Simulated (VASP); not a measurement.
Elastic constants (GPa) of a crystal from PBEsol GGA, VASP's PBE PAW potentials (set 64) run with VASP:

```json
[
 {"": "xx", "xx": "353.7", "yy": "183.1", "zz": "183.1", "yz": "0.0", "xz": "0.0", "xy": "0.0"},
 {"": "yy", "xx": "183.1", "yy": "353.7", "zz": "183.1", "yz": "0.0", "xz": "0.0", "xy": "0.0"},
 {"": "zz", "xx": "183.1", "yy": "183.1", "zz": "353.7", "yz": "0.0", "xz": "0.0", "xy": "0.0"},
 {"": "yz", "xx": "0.0", "yy": "0.0", "zz": "0.0", "yz": "146.5", "xz": "0.0", "xy": "0.0"},
 {"": "xz", "xx": "0.0", "yy": "0.0", "zz": "0.0", "yz": "0.0", "xz": "146.5", "xy": "0.0"},
 {"": "xy", "xx": "0.0", "yy": "0.0", "zz": "0.0", "yz": "0.0", "xz": "0.0", "xy": "146.5"}
]
```

Finite-difference elastic constants of metals are sensitive to mesh and smearing; shear constants can be off by tens of GPa.

Task: Work out the Voigt, Reuss and Hill moduli, Young's modulus and Poisson's ratio.

Result: All eigenvalues are positive (smallest 146.5 GPa), so the crystal is stable. K_V = (C11+C22+C33+2(C12+C13+C23))/9 = (1061.1 + 2×549.3)/9 = 240.0 GPa; G_V = (1061.1 − 549.3 + 3×439.5)/15 = 122.0 GPa. From the compliances, K_R = 240.0 GPa and G_R = 113.8 GPa. Hill: K = 240.0 GPa, G = 117.9 GPa, E = 9KG/(3K+G) = 304.0 GPa, ν = (3K−2G)/(2(3K+G)) = 0.289. K/G = 2.03, above Pugh's 1.75; universal anisotropy A^U = 0.36.

Task: With a density of 8.19 g/cm³, what are the mean sound speeds?

Result: v_l = √((K+4G/3)/ρ) = 6.96 km/s and v_t = √(G/ρ) = 3.79 km/s. The crystal is Ni₃Si (L1_2), cubic.

The compound is Ni3Si in the L1_2 structure. It was relaxed first. The run is not spin-polarised, so no magnetic state was tried.
